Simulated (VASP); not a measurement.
A VASP calculation is set up with these files.

### KPOINTS
```
Automatic mesh
0
Gamma
10 10 10
0 0 0
```

INCAR:
```
! general
SYSTEM =ZrN
PREC   =Accurate
ENCUT  =520
LREAL  =.FALSE.
LASPH  =.TRUE.

! electronic loop
EDIFF  =1E-7
NELM   =100
ALGO   =Normal
LMAXMIX=4

! smearing
ISMEAR =1
SIGMA  =0.1

! functional
GGA    =PE

! ions
IBRION =2
NSW    =40
ISIF   =3
EDIFFG =-0.001

! output
LWAVE  =.FALSE.
LCHARG =.FALSE.
```

### POSCAR
```
ZrN
1
    0.0000000000     2.2900000000     2.2900000000
    2.2900000000     0.0000000000     2.2900000000
    2.2900000000     2.2900000000     0.0000000000
Zr N
1 1
Direct
 -0.0152838428   0.0152838428   0.0371179039
  0.5000000000   0.5000000000   0.5000000000
```

POTCAR, in this order: Zr_sv N (PBE.64 set). Program: vasp_std.

Task: Write an equivalent input for Ansatz.

Result: One equivalent input (not run):
Ansatz 0.2 input:
```yaml
crystal:
  lattice:
    - [0.0000000, 2.2900000, 2.2900000]
    - [2.2900000, 0.0000000, 2.2900000]
    - [2.2900000, 2.2900000, 0.0000000]
  atoms:
    - { symbol: Zr, position: [-0.0152838, 0.0152838, 0.0371179] }
    - { symbol: N, position: [0.5000000, 0.5000000, 0.5000000] }
kpoints:
  mp_grid: { grid: [10, 10, 10] }
hamiltonian:
  xc: pbe
  pseudopotentials: { kind: paw }
scf:
  occupations: { method: methfessel_paxton, width: 0.1 }
  max_iter: 100
relax:
  max_steps: 40
  f_tol: 0.001
  cell: {}
output: { forces: true, stress: true, eigenvalues: true }
```
What does not carry over: each code has its own PAW files, so the cut-off isn't converted (ENCUT is set for VASP's; basis.ecutwfc is left out, and Ansatz then takes the one that its files recommend); Ansatz stops its SCF on the density residual and VASP on the energy change (EDIFF).

The compound is ZrN in the rock salt structure. In the starting cell atoms are displaced from their ideal sites. This run relaxes it. Symmetry was kept, so distortions that lower it aren't found.
